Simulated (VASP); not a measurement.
Consider the following.

```yaml
crystal:
  lattice:
    - [2.09800, -5.24701, 0.00000]
    - [2.09800, 5.24701, 0.00000]
    - [0.00000, 0.00000, 3.89018]
  atoms:
    - { symbol: Y, position: [0.13839, 0.86161, 0.25000] }
    - { symbol: Y, position: [0.86161, 0.13839, 0.75000] }
    - { symbol: Ge, position: [0.41539, 0.58461, 0.25000] }
    - { symbol: Ge, position: [0.58461, 0.41539, 0.75000] }
```

All values below come from LDA (Ceperley-Alder, Perdew-Zunger), VASP's LDA PAW potentials (set 64) (plane waves; VASP 6.6.1). Settings: 400 eV cut-off, 9×9×9 Γ-centred mesh, tetrahedra with Blöchl corrections, potentials Y_sv Ge_d.

The cores are frozen, which limits the accuracy of field gradients.

Task: Give the principal components of the electric field gradient (V/Å²) and the asymmetry η at each nucleus.

Result: 
```tsv
atom	Vxx	Vyy	Vzz	η
Y1	11.5	4.7	-16.2	0.42
Y2	11.5	4.7	-16.2	0.42
Ge3	53.7	36.7	-90.5	0.19
Ge4	53.7	36.7	-90.5	0.19
```

The structure comes from a computed database's YGe entry (Cmcm); how it stands against other phases isn't given here. It was relaxed first, which changed the volume by -6 %.
